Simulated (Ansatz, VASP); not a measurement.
# NaMgI3: VASP beside Ansatz, part 2 of 3

Aim: how closely do two programs agree when they are given the same cell, functional and k mesh? The cell is generated by rule, not measured, and may not be a known phase. The cell is taken from a series of runs on this material, whose earlier steps may have relaxed, scaled, displaced or heated it; both programs get it as it stands.

VASP 6.6.1 and Ansatz 0.2.0.

So far: The starting structure; Ansatz: relaxation of cell and atoms, r2SCAN, pair 1.

## 3. VASP: relaxation of cell and atoms, r2SCAN, pair 1

Level of this step: r2SCAN; plane waves and PAW (Na_pv, Mg, I); invented cell (VASP).

The same cell, functional and mesh now go to VASP, with its own data sets.

Lines of VASP's logs that name or quote its potential files are left out, and so is its time.

The input, INCAR:

```
SYSTEM = NaMgI3
PREC = Accurate
ENCUT = 660
EDIFF = 1E-07
NELM = 120
ISMEAR = 0
SIGMA = 0.01
LREAL = .FALSE.
ALGO = Normal
METAGGA = R2SCAN
LASPH = .TRUE.
NBANDS = 21
LORBIT = 11
LWAVE = .FALSE.
LCHARG = .FALSE.
ISIF = 3
IBRION = 2
NSW = 80
EDIFFG = -0.005
GGA_COMPAT = .FALSE.
NELMIN = 4
EFERMI = MIDGAP
LMIXTAU = .TRUE.
KPAR = 2
```

The input, POSCAR:

```
NaMgI3
1.0
    5.7884210000      0.0000000000      0.0000000000
    0.0000000000      5.7884210000      0.0000000000
    0.0000000000      0.0000000000      5.7884210000
Na Mg I
1 1 3
Direct
    0.0000000000      0.0000000000      0.0000000000
    0.5000000000      0.5000000000      0.5000000000
    0.0000000000      0.5000000000      0.5000000000
    0.5000000000      0.0000000000      0.5000000000
    0.5000000000      0.5000000000      0.0000000000
```

The input, KPOINTS:

```
Automatic mesh
0
Gamma
4 4 4
0 0 0
```

PAW data sets: Na_pv, Mg and I (PBE family, release 64).

On the command line:

```sh
$ mpirun -np 2 vasp_std
```

Numbers of over 12 decimals in the logs are rounded to 6 here.

The program printed:

```text
[banner, memory and clock lines left out]
running    2 mpi-ranks, on    1 nodes
 distrk:  each k-point on    1 cores,    2 groups
 distr:  one band on    1 cores,    1 groups

 POSCAR found type information on POSCAR NaMgI
 POSCAR found :  3 types and       5 ions
|                                                                             |
|               ----> ADVICE to this user running VASP <----                  |
|                                                                             |
|     You enforced a specific xc type in the INCAR file but a different       |
|     [... a line on the potential file left out ...]
|     I HOPE YOU KNOW WHAT YOU ARE DOING!                                     |
|                                                                             |

 LDA part: xc-table for (None), standard interpolation
 POSCAR, INCAR and KPOINTS ok, starting setup
 FFT: planning ... GRIDC
 FFT: planning ... GRID_SOFT
 FFT: planning ... GRID
 WAVECAR not read
 entering main loop
       N       E                     dE             d eps       ncg     rms          rms(c)
DAV:   1     0.142503908606E+03    0.14250E+03   -0.13724E+04   420   0.144E+03
DAV:   2    -0.697971717958E+02   -0.21230E+03   -0.20326E+03   537   0.268E+02
DAV:   3    -0.906752125779E+02   -0.20878E+02   -0.20703E+02   523   0.856E+01
DAV:   4    -0.912976298102E+02   -0.62242E+00   -0.62170E+00   498   0.169E+01
DAV:   5    -0.913224749209E+02   -0.24845E-01   -0.24837E-01   588   0.335E+00    0.444E+00
DAV:   6    -0.887238797029E+02    0.25986E+01   -0.10407E+00   465   0.690E+00    0.411E+00
DAV:   7    -0.860361694152E+02    0.26877E+01   -0.57431E-01   450   0.482E+00    0.160E+00
DAV:   8    -0.868446152027E+02   -0.80845E+00   -0.60411E-01   420   0.458E+00    0.415E-01
DAV:   9    -0.868627587267E+02   -0.18144E-01   -0.22401E-01   420   0.466E+00    0.522E-01
DAV:  10    -0.869758052270E+02   -0.11305E+00   -0.11824E-01   430   0.347E+00    0.257E-01
DAV:  11    -0.868799969746E+02    0.95808E-01   -0.66819E-02   440   0.278E+00    0.142E-01
DAV:  12    -0.869126218525E+02   -0.32625E-01   -0.47782E-02   425   0.235E+00    0.270E-01
DAV:  13    -0.869216174615E+02   -0.89956E-02   -0.26558E-03   490   0.535E-01    0.154E-01
DAV:  14    -0.869221134666E+02   -0.49601E-03   -0.96818E-04   485   0.223E-01    0.247E-02
DAV:  15    -0.869245130343E+02   -0.23996E-02   -0.14364E-03   430   0.373E-01    0.275E-02
DAV:  16    -0.869245239075E+02   -0.10873E-04   -0.17681E-05   520   0.292E-02    0.303E-02
DAV:  17    -0.869244542795E+02    0.69628E-04   -0.12552E-04   420   0.120E-01    0.241E-02
DAV:  18    -0.869245394790E+02   -0.85199E-04   -0.75457E-05   420   0.101E-01    0.205E-02
DAV:  19    -0.869245306481E+02    0.88309E-05   -0.13722E-05   440   0.380E-02    0.163E-02
DAV:  20    -0.869245485922E+02   -0.17944E-04   -0.10240E-05   425   0.325E-02    0.137E-02
DAV:  21    -0.869245540155E+02   -0.54234E-05   -0.46483E-06   430   0.278E-02    0.636E-03
DAV:  22    -0.869245548663E+02   -0.85077E-06   -0.16828E-07   443   0.434E-03    0.575E-03
DAV:  23    -0.869245548314E+02    0.34888E-07   -0.60145E-09   315   0.910E-04
   1 F= -.86924555E+02 E0= -.86924555E+02  d E =-.869246E+02
 curvature:   0.00 expect dE= 0.000E+00 dE for cont linesearch  0.000E+00
 trial: gam= 0.00000 g(F)=  0.000E+00 g(S)=  0.254E-03 ort = 0.000E+00 (trialstep = 0.100E+01)
 search vector abs. value=  0.254E-03
 bond charge predicted
       N       E                     dE             d eps       ncg     rms          rms(c)
DAV:   1    -0.869255376849E+02   -0.98282E-03   -0.20691E-02   480   0.114E+00    0.186E-01
DAV:   2    -0.869248915162E+02    0.64617E-03   -0.95341E-04   435   0.227E-01    0.838E-02
DAV:   3    -0.869246841186E+02    0.20740E-03   -0.56724E-04   420   0.157E-01    0.436E-02
DAV:   4    -0.869247248426E+02   -0.40724E-04   -0.23154E-05   420   0.445E-02    0.415E-02
DAV:   5    -0.869246238858E+02    0.10096E-03   -0.41216E-05   420   0.698E-02    0.713E-03
DAV:   6    -0.869247297060E+02   -0.10582E-03   -0.57146E-05   420   0.846E-02    0.125E-02
DAV:   7    -0.869247336777E+02   -0.39717E-05   -0.44890E-06   420   0.239E-02    0.404E-03
DAV:   8    -0.869247334590E+02    0.21876E-06   -0.58212E-08   381   0.230E-03    0.460E-03
DAV:   9    -0.869247337270E+02   -0.26808E-06   -0.94685E-08   326   0.266E-03    0.398E-03
DAV:  10    -0.869247343743E+02   -0.64725E-06   -0.23237E-07   356   0.514E-03    0.348E-03
DAV:  11    -0.869247343652E+02    0.90743E-08   -0.11475E-08   225   0.113E-03
   2 F= -.86924734E+02 E0= -.86924734E+02  d E =-.179534E-03
 trial-energy change:   -0.000180  1 .order   -0.000169   -0.000254   -0.000085
 step:   1.3365(harm=  1.5022)  dis= 0.00000  next Energy=   -86.924749 (dE=-0.194E-03)
 bond charge predicted
       N       E                     dE             d eps       ncg     rms          rms(c)
DAV:   1    -0.869248449041E+02   -0.11053E-03   -0.23530E-03   480   0.385E-01    0.626E-02
DAV:   2    -0.869247692585E+02    0.75646E-04   -0.10958E-04   435   0.765E-02    0.283E-02
DAV:   3    -0.869247460396E+02    0.23219E-04   -0.63515E-05   420   0.525E-02    0.146E-02
DAV:   4    -0.869247509421E+02   -0.49025E-05   -0.25374E-06   428   0.148E-02    0.137E-02
DAV:   5    -0.869247425942E+02    0.83480E-05   -0.46687E-06   420   0.238E-02    0.304E-03
DAV:   6    -0.869247539507E+02   -0.11357E-04   -0.58647E-06   420   0.280E-02    0.365E-03
DAV:   7    -0.869247540461E+02   -0.95363E-07   -0.49424E-07   420   0.798E-03
   3 F= -.86924754E+02 E0= -.86924754E+02  d E =-.199215E-03
 curvature:  -0.67 expect dE=-0.143E-05 dE for cont linesearch -0.143E-05
 trial: gam=-0.08346 g(F)=  0.132E-65 g(S)=  0.214E-05 ort = 0.233E-04 (trialstep = 0.107E+01)
 search vector abs. value=  0.182E-07
 reached required accuracy - stopping structural energy minimisation
```

Parts of OUTCAR (step 3):

```text
ion  position               nearest neighbor table
   1  0.000  0.000  0.000-
   2  0.500  0.500  0.500-   3 2.89   4 2.89   5 2.89   5 2.89   4 2.89   3 2.89
   3  0.000  0.500  0.500-   2 2.89   2 2.89
   4  0.500  0.000  0.500-   2 2.89   2 2.89
   5  0.500  0.500  0.000-   2 2.89   2 2.89

  LATTYP: Found a simple cubic cell.
 ALAT       =     5.7884210000

 Subroutine GETGRP returns: Found 48 space group operations
 (whereof 48 operations were pure point group operations)

The static configuration has the point symmetry O_h .

 Found     10 irreducible k-points:

   k-points           NKPTS =     10   k-points in BZ     NKDIM =     10   number of bands    NBANDS=     21

   dimension x,y,z NGX =    50 NGY =   50 NGZ =   50
   dimension x,y,z NGXF=   100 NGYF=  100 NGZF=  100

   ENCUT  =  660.0 eV  48.51 Ry    6.96 a.u.  12.13 12.13 12.13*2*pi/ulx,y,z

   NELECT =      30.0000    total number of electrons

 k-points in reciprocal lattice and weights: Automatic mesh
   0.00000000  0.00000000  0.00000000       0.016
   0.25000000  0.00000000  0.00000000       0.094
   0.50000000  0.00000000  0.00000000       0.047
   0.25000000  0.25000000  0.00000000       0.188
   0.50000000  0.25000000  0.00000000       0.188
   0.50000000  0.50000000  0.00000000       0.047
   0.25000000  0.25000000  0.25000000       0.125
   0.50000000  0.25000000  0.25000000       0.188
   0.50000000  0.50000000  0.25000000       0.094
   0.50000000  0.50000000  0.50000000       0.016

 average (electrostatic) potential at core
       1 -53.6473       2 -43.8955       3 -98.2477       4 -98.2477       5 -98.2477

 E-fermi :   2.1316

 k-point     1 :       0.0000    0.0000    0.0000
  band No.  band energies     occupation
    ...
     11       0.3432      2.00000
     12       0.3432      2.00000
     13       0.6635      2.00000
     14       0.6635      2.00000
     15       0.6635      2.00000
     16       3.0257      0.00000
     17       4.3773      0.00000
     18       7.1327      0.00000
     19       7.1327      0.00000
     20       7.1327      0.00000
    ...

 k-point     2 :       0.2500    0.0000    0.0000
  band No.  band energies     occupation
    ...
     11       0.1389      2.00000
     12       0.1389      2.00000
     13       0.2238      2.00000
     14       0.5719      2.00000
     15       0.5719      2.00000
     16       3.8140      0.00000
     17       5.1426      0.00000
     18       7.1028      0.00000
     19       7.3086      0.00000
     20       7.7035      0.00000
    ...

 k-point     3 :       0.5000    0.0000    0.0000
  band No.  band energies     occupation
    ...
     11      -0.1546      2.00000
     12      -0.1546      2.00000
     13       0.1127      2.00000
     14       0.5535      2.00000
     15       0.5535      2.00000
     16       5.1858      0.00000
     17       5.6985      0.00000
     18       6.4183      0.00000
     19       7.5529      0.00000
     20       8.0205      0.00000
    ...

  Total       -0.0086019     -0.0086019     -0.0086019      0.0000000     -0.0000000      0.0000000
  in kB       -0.0713182     -0.0713182     -0.0713182      0.0000000     -0.0000000      0.0000000
  external PRESSURE =      -0.0713182 kB  Pullay stress =       0.0000000 kB

  energy-cutoff  :      660.00
  volume of cell :      193.24
      direct lattice vectors                 reciprocal lattice vectors
     5.781434505  0.000000000  0.000000000     0.172967453 -0.000000000  0.000000000
     0.000000000  5.781434505  0.000000000    -0.000000000  0.172967453  0.000000000
    -0.000000000 -0.000000000  5.781434505    -0.000000000  0.000000000  0.172967453

 POSITION                                       TOTAL-FORCE (eV/Angst)
 -----------------------------------------------------------------------------------
      0.00000      0.00000      0.00000         0.000000      0.000000      0.000000
      2.89072      2.89072      2.89072        -0.000000      0.000000      0.000000
      0.00000      2.89072      2.89072         0.000000     -0.000000      0.000000
      2.89072     -0.00000      2.89072         0.000000     -0.000000      0.000000
      2.89072      2.89072      0.00000         0.000000      0.000000      0.000000
 -----------------------------------------------------------------------------------
    total drift:                                0.000000     -0.000000      0.000000

  FREE ENERGIE OF THE ION-ELECTRON SYSTEM (eV)
  ---------------------------------------------------
  free  energy   TOTEN  =       -86.9247540461 eV

  energy  without entropy=      -86.9247540461  energy(sigma->0) =      -86.92475405

 reached required accuracy - stopping structural energy minimisation

 total charge
# of ion       s       p       d       tot
------------------------------------------
    1        0.007   5.955   0.000   5.963
    2        0.121   0.102   0.027   0.250
    3        1.498   2.893   0.007   4.397
    4        1.498   2.893   0.007   4.397
    5        1.498   2.893   0.007   4.397
--------------------------------------------------
tot          4.623  14.735   0.047  19.405

[... 3 further parts left out ...]
```

CONTCAR:

```
NaMgI3
   1.00000000000000
     5.7814345045270139    0.0000000000000000    0.0000000000000000
     0.0000000000000000    5.7814345045270139    0.0000000000000000
    -0.0000000000000000   -0.0000000000000000    5.7814345045270139
  Na              Mg              I
     1     1     3
Direct
     0.0000000000000000    0.0000000000000000    0.0000000000000000
     0.5000000000000000    0.5000000000000000    0.5000000000000000
     0.0000000000000000    0.5000000000000000    0.5000000000000000
     0.5000000000000000    0.0000000000000000    0.5000000000000000
     0.5000000000000000    0.5000000000000000    0.0000000000000000
```

## 4. Comparison

Known differences besides the potentials themselves: VASP keeps PBE cores, Ansatz makes them for the functional; fixed occupations in Ansatz, narrow Gaussian smearing in VASP; the data sets hold 70 valence electrons in Ansatz (on its default PAW (the set named soft_2) files) and 30 in VASP; the cutoff is 500 eV in Ansatz and 660 eV in VASP; Ansatz adds a Pulay correction to the stress that steers its cell, VASP none. Total energies have different zeros and are not compared.

The two programs side by side:

```csv
quantity,Ansatz,VASP,difference
volume (Å³),193.95,193.24,+0.36 %
"edge a after relaxation, in the typed setting (Å)",5.788,5.781,+0.12 %
```

## 5. VASP: relaxation of cell and atoms, r2SCAN, pair 2

The relaxed volume is the usual yardstick between codes: in a stiff, nearly cubic crystal its relative difference is about their pressure difference at one cell divided by the bulk modulus. Its start cell is another than that of the pair before, and may be another structure of the material.

INCAR is that of step 3.

The input, POSCAR:

```
NaMgI3
1.0
    5.8822390000      0.0000000000      0.0000000000
    0.0000000000      5.8822390000      0.0000000000
    0.0000000000      0.0000000000      5.8318390000
Na Mg I
1 1 3
Direct
    0.0000000000      0.0000000000      0.7756819075
    0.5000000000      0.5000000000      0.5167387166
    0.0000000000      0.5000000000      0.5450757471
    0.5000000000      0.5000000000      0.0300073442
    0.5000000000      0.0000000000      0.5450757471
```

KPOINTS is that of step 3.

On the command line:

```sh
$ mpirun -np 2 vasp_std
```

The program printed:

```text
[banner, memory and clock lines left out]
running    2 mpi-ranks, on    1 nodes
[...]
[... a notice as in an earlier step ...]

 LDA part: xc-table for (None), standard interpolation
 POSCAR, INCAR and KPOINTS ok, starting setup
[...]
entering main loop
       N       E                     dE             d eps       ncg     rms          rms(c)
DAV:   1     0.138110499718E+03    0.13811E+03   -0.13654E+04   756   0.144E+03
DAV:   2    -0.698086851450E+02   -0.20792E+03   -0.19853E+03   981   0.254E+02
DAV:   3    -0.908774447213E+02   -0.21069E+02   -0.20947E+02   929   0.850E+01
DAV:   4    -0.915196049446E+02   -0.64216E+00   -0.64150E+00   922   0.170E+01
[...]
DAV:  21    -0.871488757312E+02   -0.21423E-05   -0.14451E-06   851   0.129E-02    0.216E-03
DAV:  22    -0.871488758648E+02   -0.13353E-06   -0.28724E-08   653   0.187E-03    0.209E-03
DAV:  23    -0.871488758685E+02   -0.37680E-08   -0.32573E-09   548   0.605E-04
   1 F= -.87148876E+02 E0= -.87148876E+02  d E =-.871489E+02
[... from here on, the cycles between the ionic steps are left out ...]
   8 F= -.87149238E+02 E0= -.87149238E+02  d E =-.861558E-04
   9 F= -.87149364E+02 E0= -.87149364E+02  d E =-.211658E-03
  10 F= -.87149342E+02 E0= -.87149342E+02  d E =-.190066E-03
  11 F= -.87149423E+02 E0= -.87149423E+02  d E =-.270455E-03
  12 F= -.87149423E+02 E0= -.87149423E+02  d E =-.270291E-03
  13 F= -.87149412E+02 E0= -.87149412E+02  d E =0.110188E-04
  14 F= -.87149432E+02 E0= -.87149432E+02  d E =-.934917E-05
  15 F= -.87149432E+02 E0= -.87149432E+02  d E =-.908111E-05
[...]
reached required accuracy - stopping structural energy minimisation
```

From OUTCAR (step 5):

```text
  Total        0.0005450      0.0005450     -0.0136894      0.0000000      0.0000000      0.0000000
  in kB        0.0043502      0.0043502     -0.1092613      0.0000000      0.0000000      0.0000000
  external PRESSURE =      -0.0335203 kB  Pullay stress =       0.0000000 kB

 POSITION                                       TOTAL-FORCE (eV/Angst)
 -----------------------------------------------------------------------------------
      0.00000     -0.00000      4.54121        -0.000000      0.000000     -0.003809
      2.93368      2.93368      3.00907         0.000000      0.000000     -0.004053
      0.00000      2.93368      3.17317         0.000000     -0.000000      0.003738
      2.93368      2.93368      0.17118         0.000000     -0.000000      0.000386
      2.93368     -0.00000      3.17317         0.000000     -0.000000      0.003738
 -----------------------------------------------------------------------------------
    total drift:                                0.000000      0.000000      0.005601

  FREE ENERGIE OF THE ION-ELECTRON SYSTEM (eV)
  ---------------------------------------------------
  free  energy   TOTEN  =       -87.1494316311 eV

  energy  without entropy=      -87.1494316311  energy(sigma->0) =      -87.14943163

[... 1 part as in an earlier step ...]

[... 3 further parts left out ...]
[key lines of the parts left out:]
E-fermi :   1.7218
```

The run keeps the 8 symmetry operations of its start, so it cannot find a distortion of lower symmetry.

## 6. Ansatz: relaxation of cell and atoms, r2SCAN, pair 2

The same cell, functional and mesh now go to Ansatz, which takes its cutoff from its data sets.

The cell is taken from a series of runs on this material, whose earlier steps may have relaxed, scaled, displaced or heated it; both programs get it as it stands.

The input, input.yaml:

```yaml
crystal:
  lattice:
    - [5.8822385516, 0.0, 0.0]
    - [0.0, 5.8822385516, 0.0]
    - [0.0, 0.0, 5.8318389526]
  atoms:
    - { symbol: Na, position: [0.0, 0.0, 0.7756818944] }
    - { symbol: Mg, position: [0.5, 0.5, 0.516738652] }
    - { symbol: I, position: [0.0, 0.5, 0.5450758164] }
    - { symbol: I, position: [0.5, 0.5, 0.0300073377] }
    - { symbol: I, position: [0.5, 0.0, 0.5450758164] }
kpoints:
  mp_grid: { grid: [4, 4, 4] }
hamiltonian:
  xc: r2scan
scf:
  occupations: { method: fixed }
output:
  forces: true
  stress: true
  eigenvalues: true
relax:
  adjacent_minimum: "off"
  f_tol: 0.001
  max_steps: 60
  cell: { stress_tol: 0.01 }
```

On the command line:

```sh
$ ansatz run input.yaml --threads 8 --pin off --max-ram 14336MiB --backend cpu --events-out ev --progress --plain --runs-dir out
```

The program printed:

```text
[...]
Crystal: 5 atoms, lattice volume = 201.786 Å³
Basis set: ecut = 500 eV, 5113 PW (Γ), exchange–correlation on 180×180×180 points (64 copies of the dense FFT grid, shifted against one another)
Bands: 42, of which v1, the nominal top of the filled ones, is band 35 counted from 1 (34 counted from 0)
Symmetry: 8 space group operations
[...]
cell:  # Å, volume = 201.7859 Å³
    - [5.8822385516, 0.0, 0.0]
    - [0.0, 5.8822385516, 0.0]
    - [0.0, 0.0, 5.8318389526]
  atoms:
    - { symbol: Na, position: [0.0, 0.0, 0.7756818944] }
    - { symbol: Mg, position: [0.5, 0.5, 0.516738652] }
    - { symbol: I, position: [0.0, 0.5, 0.5450758164] }
    - { symbol: I, position: [0.5, 0.5, 0.0300073377] }
    - { symbol: I, position: [0.5, 0.0, 0.5450758164] }
[key lines of the parts left out:]
SCF converged after 6 iterations
Free energy (F): -26004.873371 eV
Fermi energy:    2.927858 eV
P = ⅓ Tr σ = 0.0024 GPa (0.024 kbar)
```

## 7. Side by side

What differs besides the data sets and the points named for the pairs above, as far as they apply: the data sets hold 70 valence electrons in Ansatz (on its default PAW (the set named soft_2) files) and 30 in VASP. Total energies have different zeros and are not compared.

Compared:

```csv
quantity,Ansatz,VASP,difference
volume (Å³),201.79,200.74,+0.52 %
"edge a after relaxation, in the typed setting (Å)",5.882,5.867,+0.25 %
"edge c after relaxation, in the typed setting (Å)",5.832,5.831,+0.01 %
```

[end of part 2 of 3]

[Lines on the potential files, build, host, timing and source positions are cut from VASP's logs without a mark.]

[Logs are printed without paths, hosts, clocks, repeated set-up lines and the standing remarks that a program may print on its own settings, such as how far it seeks lower states.]

[Hosts, paths, dates, database ids (printed as entryN), source tags and the programs' standing remarks are cut or masked in the printed files.]
